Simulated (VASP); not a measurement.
# Al2GaP3 (I-4m2) in VASP: relaxation of cell and atoms with PBE

Aim: the relaxation of cell and atoms of Al2GaP3 with PBE.

Program: VASP 6.6.1. These are calculated values, not measurements. Logs are shortened: lines on timing, memory, paths and dates and some standing lists are left out, and cuts for length are marked.

## 1. The crystal as given

Symmetry: I-4m2, No. 119, tetragonal system. Conventional cell: a = 3.896 Å, b = 3.896 Å, c = 16.510 Å, α = 90.00°, β = 90.00°, γ = 90.00°. Al (site symmetry 2mm) has 4 P at 2.38 to 2.39 Å as nearest neighbours. Around Ga (site symmetry -4m2) lie 4 P at 2.39 Å. Around P (site symmetry 2mm) lie 2 Al at 2.38 Å and 2 Ga at 2.39 Å. P (site symmetry -4m2) is surrounded by 4 Al at 2.39 Å.

The cell was built by a generator and needn't be a form met in nature.

## 2. Relaxation of cell and atoms, PBE

INCAR

```
ALGO = Normal ; EDIFF = 1E-6
EDIFFG = -0.01 ; ENCUT = 520
GGA = PE ; IBRION = 2
ISIF = 3 ; ISMEAR = 0
KPAR = 4 ; LASPH = True
LCHARG = False ; LREAL = False
LWAVE = False ; NELM = 120
NSW = 90 ; PREC = Accurate
SIGMA = 0.03
```

KPOINTS

```
k-points
0
Gamma
  10 10 10
```

POSCAR

```
Al2GaP3
1.0
   -1.9480000000      1.9480000000      8.2550000000
    1.9480000000     -1.9480000000      8.2550000000
    1.9480000000      1.9480000000     -8.2550000000
Al Ga P
2 1 3
Direct
    0.3333737100      0.3333737100      0.0000000000
    0.6666262900      0.6666262900      0.0000000000
    0.0000000000      0.0000000000      0.0000000000
    0.9164748600      0.4164748600      0.5000000000
    0.5835251400      0.0835251400      0.5000000000
    0.2500000000      0.7500000000      0.5000000000
```

Potentials or basis: VASP PAW PBE potentials, release 64 (Al, Ga_d, P).

Run with:

```console
cat potpaw_PBE.64/Al/POTCAR potpaw_PBE.64/Ga_d/POTCAR potpaw_PBE.64/P/POTCAR > POTCAR
mpirun -np 4 vasp_std > vasp.out
```

OUTCAR:

```text
EDIFF = 1E-6
   EDIFFG = -0.01
   ENCUT = 520
   GGA = PE
   IBRION = 2
   ISIF = 3
   ISMEAR = 0
   LASPH = True
   LREAL = False
   NELM = 120
   NSW = 90
   PREC = Accurate

 ion  position               nearest neighbor table
   1  0.333  0.333  0.000-   4 2.38   4 2.38   6 2.39   6 2.39
   2  0.667  0.667  0.000-   5 2.38   5 2.38   6 2.39   6 2.39
   3  0.000  0.000  0.000-   5 2.39   4 2.39   5 2.39   4 2.39
   4  0.916  0.416  0.500-   1 2.38   1 2.38   3 2.39   3 2.39
   5  0.584  0.084  0.500-   2 2.38   2 2.38   3 2.39   3 2.39
   6  0.250  0.750  0.500-   1 2.39   1 2.39   2 2.39   2 2.39

  LATTYP: Found a body centered tetragonal cell.
 ALAT       =     3.8960000000
 C/A-ratio  =     4.2376796715

  Lattice vectors:

 A1 = (  -1.9480000000,   1.9480000000,   8.2550000000)
 A2 = (   1.9480000000,  -1.9480000000,   8.2550000000)
 A3 = (   1.9480000000,   1.9480000000,  -8.2550000000)

Analysis of symmetry for initial positions (statically):
=====================================================================
 Subroutine PRICEL returns:
 Original cell was already a primitive cell.

 Routine SETGRP: Setting up the symmetry group for a
 body centered tetragonal supercell.

 Subroutine GETGRP returns: Found  8 space group operations
 (whereof  8 operations were pure point group operations)
 out of a pool of 16 trial point group operations.

The static configuration has the point symmetry D_2d.

Analysis of symmetry for dynamics (positions and initial velocities):
=====================================================================
 Subroutine PRICEL returns:
 Original cell was already a primitive cell.

 Routine SETGRP: Setting up the symmetry group for a
 body centered tetragonal supercell.

 Subroutine GETGRP returns: Found  8 space group operations
 (whereof  8 operations were pure point group operations)
 out of a pool of 16 trial point group operations.

The dynamic configuration has the point symmetry D_2d.

 Subroutine INISYM returns: Found  8 space group operations
 (whereof  8 operations are pure point group operations),
 and found     1 'primitive' translations

----------------------------------------------------------------------------------------

                                     Primitive cell

  volume of cell :     125.3011

  direct lattice vectors                    reciprocal lattice vectors
    -1.948000000  1.948000000  8.255000000     0.000000000  0.256673511  0.060569352
     1.948000000 -1.948000000  8.255000000     0.256673511  0.000000000  0.060569352
     1.948000000  1.948000000 -8.255000000     0.256673511  0.256673511  0.000000000

  length of vectors
     8.702553246  8.702553246  8.702553246     0.263723222  0.263723222  0.362991161

  position of ions in fractional coordinates (direct lattice)
     0.333373710  0.333373710  0.000000000
     0.666626290  0.666626290  0.000000000
     0.000000000  0.000000000  0.000000000
     0.916474860  0.416474860  0.500000000
     0.583525140  0.083525140  0.500000000
     0.250000000  0.750000000  0.500000000

  ion indices of the primitive-cell ions
   primitive index   ion index
                 1           1
                 2           2
                 3           3
                 4           4
                 5           5
                 6           6

----------------------------------------------------------------------------------------

 KPOINTS: k-points

Automatic generation of k-mesh.
 Grid dimensions read from file:
 generate k-points for:   10   10   10

 Generating k-lattice:

  Cartesian coordinates                     Fractional coordinates (reciprocal lattice)
     0.000000000  0.025667351  0.006056935     0.100000000 -0.000000000  0.000000000
     0.025667351  0.000000000  0.006056935    -0.000000000  0.100000000  0.000000000
     0.025667351  0.025667351  0.000000000     0.000000000  0.000000000  0.100000000

  Length of vectors
     0.026372322  0.026372322  0.036299116

  Shift w.r.t. Gamma in fractional coordinates (k-lattice)
     0.000000000  0.000000000  0.000000000

 Subroutine IBZKPT returns following result:
 ===========================================

 Found    102 irreducible k-points:

 Following reciprocal coordinates:
            Coordinates               Weight
  0.000000  0.000000  0.000000      1.000000
  0.100000 -0.000000  0.000000      8.000000
  0.200000 -0.000000  0.000000      8.000000
  0.300000  0.000000  0.000000      8.000000
  0.400000 -0.000000  0.000000      8.000000
  0.500000 -0.000000  0.000000      4.000000
[... 16 lines left out ...]
  0.300000  0.300000  0.000000      8.000000
  0.400000  0.300000  0.000000     16.000000
 [... further k-points ...]
   k-points           NKPTS =    102   k-points in BZ     NKDIM =    102   number of bands    NBANDS=     21
   number of dos      NEDOS =    301   number of ions     NIONS =      6
   total plane-waves  NPLWV = 343000
   dimension x,y,z NGX =    70 NGY =   70 NGZ =   70
   dimension x,y,z NGXF=   140 NGYF=  140 NGZF=  140
   ions per type =               2   1   3
   NGX,Y,Z   is equivalent  to a cutoff of  13.37, 13.37, 13.37 a.u.
   NGXF,Y,Z  is equivalent  to a cutoff of  26.74, 26.74, 26.74 a.u.
 SYSTEM =  unknown system
   PREC   = accura    normal or accurate (medium, high low for compatibility)
   ISTART =      0    job   : 0-new  1-cont  2-samecut
   ICHARG =      2    charge: 1-file 2-atom 10-const
   ISPIN  =      1    spin polarized calculation?
   LNONCOLLINEAR =      F non collinear calculations
   LSORBIT =      F    spin-orbit coupling
   LASPH  =      T    aspherical Exc in radial PAW
   ENCUT  =  520.0 eV  38.22 Ry    6.18 a.u.  16.18 16.18 16.18*2*pi/ulx,y,z
   NELM   =    120;   NELMIN=  2; NELMDL= -5     # of ELM steps
   EDIFF  = 0.1E-05   stopping-criterion for ELM
   LREAL  =      F    real-space projection
   EDIFFG = -.1E-01   stopping-criterion for IOM
   NSW    =     90    number of steps for IOM
   IBRION =      2    ionic relax: 0-MD 1-quasi-New 2-CG
   NFREE  =      1    steps in history (QN), initial steepest desc. (CG)
   ISIF   =      3    stress and relaxation
   ISYM   =      2    0-nonsym 1-usesym 2-fastsym
   POTIM  = 0.5000    time-step for ionic-motion
   TEBEG  =    0.0;   TEEND  =   0.0 temperature during run
   PSTRESS=    0.0 pullay stress
   NELECT =      34.0000    total number of electrons
   NUPDOWN=      -1.0000    fix difference up-down
   EMIN   =  10.00;   EMAX   =-10.00  energy-range for DOS
   EFERMI =   0.00;   METHOD = LEGACY
   ISMEAR =     0;   SIGMA  =   0.03  broadening in eV -4-tet -1-fermi 0-gaus
   EFERMI_NEDOS =   21; number of points for ismear=-14 and -15
   IALGO  =     38    algorithm
   IMIX   =      4    mixing-type and parameters
     AMIX     =   0.40;   BMIX     =  1.00
     AMIX_MAG =   1.60;   BMIX_MAG =  1.00
  volume/ion in A,a.u.               =      20.88       140.93
  Fermi-wavevector in a.u.,A,eV,Ry     =   1.059862  2.002849 15.283537  1.123308
  Thomas-Fermi vector in A             =   2.195223
   LORBIT       =      0    0 simple, 1 ext, 2 COOP (PROOUT), +10 PAW based schemes
   GGA     = PE    functional components
   LHFCALC =     F    Hartree Fock is set to
   AEXX    =    0.0000 exact exchange contribution
   IVDW    =     0    specifies the selected vdW correction
   LEPSILON=     F    determine dielectric tensor
   LRPA    =     F    only Hartree local field effects (RPA)
 conjugate gradient relaxation of ions
 non-spin polarized calculation
 Gauss-broadening in eV      SIGMA  =   0.03
  energy-cutoff  :      520.00
  volume of cell :      125.30
 maximum number of plane-waves:      3406
 NGX is ok and might be reduce to    70
   NGX = 33   NGY = 33   NGZ = 33

--------------------------------------- Ionic step        1  -------------------------------------------

 number of electron      34.0000001 magnetization

 Free energy of the ion-electron system (eV)
  ---------------------------------------------------
  ext. energy  EPLUGINS =         0.00000000
  ---------------------------------------------------
  free energy    TOTEN  =       -29.87032905 eV

  energy without entropy =      -29.87032905  energy(sigma->0) =      -29.87032905

------------------------ aborting loop because EDIFF is reached ----------------------------------------

  FORCE on cell =-STRESS in cart. coord.  units (eV):
  Direction    XX          YY          ZZ          XY          YZ          ZX
  --------------------------------------------------------------------------------------
  -------------------------------------------------------------------------------------
  Total       -0.0564228     -0.0564228     -0.0326241      0.0000000     -0.0000000      0.0000000
  in kB       -0.7214567     -0.7214567     -0.4171515      0.0000000     -0.0000000      0.0000000
  external PRESSURE =      -0.6200216 kB  Pullay stress =       0.0000000 kB
[... 105 lines left out ...]
  energy  without entropy=      -29.8704485299  energy(sigma->0) =      -29.87044853

--------------------------------------- Ionic step        4  -------------------------------------------

 number of electron      34.0000001 magnetization

 Free energy of the ion-electron system (eV)
  ---------------------------------------------------
  ext. energy  EPLUGINS =         0.00000000
  ---------------------------------------------------
  free energy    TOTEN  =       -29.87047549 eV

  energy without entropy =      -29.87047549  energy(sigma->0) =      -29.87047549

 E-fermi :   4.4642     XC(G=0):  -9.3057

 val. band max:        4.3478981167   @ k =   0.0000   0.0000   0.0000
 cond. band min:       5.9896472735   @ k =   0.5000   0.5000   0.0000
 fundamental gap:      1.6417491569
 Fermi energy:         4.4642004956

 k-point     1 :       0.0000    0.0000    0.0000
  band No.  band energies     occupation
      1      -9.9321      2.00000
      2      -9.8510      2.00000
      3      -9.8510      2.00000
      4      -9.8050      2.00000
      5      -9.7792      2.00000
      6      -7.3337      2.00000
[... 550 lines left out ...]
      5      -9.7871      2.00000
      6      -5.5449      2.00000
[... 13 lines left out ...]
     20       8.2321      0.00000
     21       8.4649      0.00000

 [... further k-points ...]

------------------------ aborting loop because EDIFF is reached ----------------------------------------

  FORCE on cell =-STRESS in cart. coord.  units (eV):
  Direction    XX          YY          ZZ          XY          YZ          ZX
  --------------------------------------------------------------------------------------
  -------------------------------------------------------------------------------------
  Total       -0.0130493     -0.0130493     -0.0108100      0.0000000     -0.0000000      0.0000000
  in kB       -0.1669669     -0.1669669     -0.1383149      0.0000000     -0.0000000      0.0000000
  external PRESSURE =      -0.1574162 kB  Pullay stress =       0.0000000 kB
[... 21 lines left out ...]
  FREE ENERGIE OF THE ION-ELECTRON SYSTEM (eV)
  ---------------------------------------------------
  free  energy   TOTEN  =       -29.8704754946 eV

  energy  without entropy=      -29.8704754946  energy(sigma->0) =      -29.87047549

 reached required accuracy - stopping structural energy minimisation
```

Run time: 6.5 min. Hardware: 4 MPI ranks of Intel Xeon Platinum 8488C (Sapphire Rapids), shared host; peak memory 0.95 GiB.

What came out:

* Free energy: -29.8705 eV
* Relaxed volume: 20.87 Å³/atom
* Relaxed cell: a = 8.702 Å, b = 8.702 Å, c = 8.702 Å, α = 154.14°, β = 154.14°, γ = 36.90°
* Space group after relaxing (to 0.05 Å): I-4m2 (No. 119)
* Energy gained by relaxing: 0.0 meV/atom
* Ionic steps: 4
* Pressure after relaxing: 0.0 GPa
* Largest force after relaxing: 0.009 eV/Å
* Band gap on the k mesh: 1.64 eV, indirect (least direct gap 1.84 eV)

Forces in eV/Å, atoms in the order of the input:
```
Al   0.000  0.000 -0.009
Al   0.000  0.000  0.009
Ga   0.000  0.000  0.000
P    0.000  0.000 -0.004
P    0.000  0.000  0.004
P    0.000  0.000  0.000
```

The path:
```
step  energy change (eV)  largest force (eV/Å)  pressure (GPa)  volume (Å³)
   1              0.0000                0.0405           -0.06       125.30
   2             -0.0001                0.0119            0.05       125.15
   3             -0.0001                0.0132            0.03       125.16
   4             -0.0001                0.0086           -0.02       125.22
```

Final structure:
```
Al Ga P
1.0
    -1.94739    1.94739    8.25475
     1.94739   -1.94739    8.25475
     1.94739    1.94739   -8.25475
Al Ga P
2 1 3
Cartesian
  0.0000 0.0000 5.5036
  0.0000 0.0000 11.0059
  0.0000 0.0000 0.0000
  0.0000 1.9474 6.8730
  0.0000 1.9474 1.3818
  1.9474 0.0000 4.1274
```

Levels at points of the mesh, in eV from the valence-band top:
| k point | band 15 | band 16 | band 17 | band 18 | band 19 | band 20 |
| --- | --- | --- | --- | --- | --- | --- |
| (0.00, 0.00, 0.00) | -0.02 | 0.00 | 0.00 | 1.84 | 2.28 | 2.56 |
| (0.50, 0.00, 0.00) | -0.92 | -0.85 | -0.82 | 2.23 | 3.42 | 3.53 |
| (0.50, 0.50, 0.00) | -2.75 | -2.22 | -2.22 | 1.64 | 2.19 | 3.25 |
| (0.50, 0.50, 0.50) | -0.91 | -0.70 | -0.70 | 1.66 | 2.18 | 3.22 |
